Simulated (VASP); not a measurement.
EuAl4Si2Rh:

```xyz
8
Lattice="4.1760 0.0000 0.0000 0.0000 4.1760 0.0000 0.0000 0.0000 8.2890" Properties=species:S:1:pos:R:3 pbc="T T T"
Eu    0.0000    0.0000    4.1445
Al    0.0000    2.0880    1.3926
Al    2.0880    0.0000    1.3926
Al    0.0000    2.0880    6.8964
Al    2.0880    0.0000    6.8964
Si    2.0880    2.0880    2.9625
Si    2.0880    2.0880    5.3265
Rh    0.0000    0.0000    0.0000
```

Base run:

```yaml
Program: VASP 6.6.1
Functional: PBE
Potentials_or_basis: VASP PAW PBE potentials, release 64 (Eu, Al, Si, Rh_pv)
Cutoff: 520 eV
k_mesh: 6 × 6 × 3
Occupations: fermi-dirac, width 0.02 eV
Spin: collinear spin, ferromagnetic start
Starting_moments: "[7.0, 0.0, 0.0, 0.0, 0.0, 0.0, 0.0, 0.0] μB"
Hubbard_terms: Eu f U = 6.0 eV
```

Its results: band gap on the k mesh none (metal or under the smearing width); pressure 1.4 GPa; net moment 7.00 μB per cell; site moments Eu +6.69; Al -0.00; Si -0.01; Rh -0.01 μB; largest force 0.086 eV/Å.

Q: The run is repeated on the same cell with these changes: functional from PBE to r2SCAN; hubbard terms from Eu f U = 6.0 eV to none. What comes out?

A: Band gap on the k mesh none (metal or under the smearing width); pressure -1.2 GPa; net moment 6.80 μB per cell; site moments Eu +6.46; Al -0.01; Si -0.03; Rh -0.02 μB; largest force 0.083 eV/Å.

Several settings changed at once, so the effect can't be laid on one alone.

Caveats: spin-orbit coupling is left out, which moves the levels of the heavy elements; the PAW data sets were made with another functional, which shifts forces and pressure a little (some runs); without U or exact exchange the open f shell lies at the Fermi level, which spoils levels, moments and volumes (some runs).

Not every run made on this cell is shown here.
